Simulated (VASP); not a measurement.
Computed with PBEsol GGA, VASP's PBE PAW potentials (set 64) (plane waves; VASP).

A VASP calculation is set up with these files.

**INCAR**
```
SYSTEM = LaC2
PREC = Accurate
ENCUT = 400
EDIFF = 1E-6
NELM = 100
ALGO = Normal
LREAL = .FALSE.
LASPH = .TRUE.
ISMEAR = -1
SIGMA = 0.1
GGA = PS
LMAXMIX = 6
LWAVE = .FALSE.
LCHARG = .FALSE.
ISIF = 2
```

### POSCAR
```
LaC2
1
   -1.9771750000     1.9771750000     3.2882450000
    1.9771750000    -1.9771750000     3.2882450000
    1.9771750000     1.9771750000    -3.2882450000
La C
1 2
Direct
  0.0000000000   0.0000000000   0.0000000000
  0.4018600000   0.4018600000   0.0000000000
  0.5981400000   0.5981400000   0.0000000000
```

KPOINTS:
```
Automatic mesh
0
Gamma
14 14 14
0 0 0
```

POTCAR, in this order: La C (PBE.64 set). Program: vasp_std.

At this cut-off the stress carries a Pulay error, which pulls relaxed volumes low.

Question: Predict the energy per atom (σ→0), pressure, largest force, band gap (on the k-mesh).

Answer: 
```
Property                                                    Result
------------------------  ----------------------------------------
energy per atom (σ→0)                               -8.338 eV/atom
band gap (on the k-mesh)  none (metal, semimetal or under 0.01 eV)
pressure                                                 -3.83 GPa
largest force                                           0.412 eV/Å
```

### OSZICAR
```
...
DAV:   8    -0.250337583957E+02    0.11861E-01   -0.21240E-01 10893   0.506E+00    0.447E-01
DAV:   9    -0.250297026437E+02    0.40558E-02   -0.36360E-02 10964   0.167E+00    0.150E-01
DAV:  10    -0.250299162643E+02   -0.21362E-03   -0.30854E-03 10275   0.583E-01    0.547E-02
DAV:  11    -0.250300087213E+02   -0.92457E-04   -0.29128E-04 10467   0.135E-01    0.315E-02
DAV:  12    -0.250300407932E+02   -0.32072E-04   -0.15383E-04 10193   0.994E-02    0.106E-02
DAV:  13    -0.250300448420E+02   -0.40488E-05   -0.26983E-05 11145   0.395E-02    0.435E-03
DAV:  14    -0.250300450683E+02   -0.22636E-06   -0.26442E-06  9119   0.128E-02
   1 F= -.25030045E+02 E0= -.25013255E+02  d E =-.335805E-01
```

The structure comes from a computed database's LaC2 entry; how it stands against other phases isn't given here. The cell was not relaxed at this level. The electron count is odd and the run is not spin-polarised, which forces a metal.
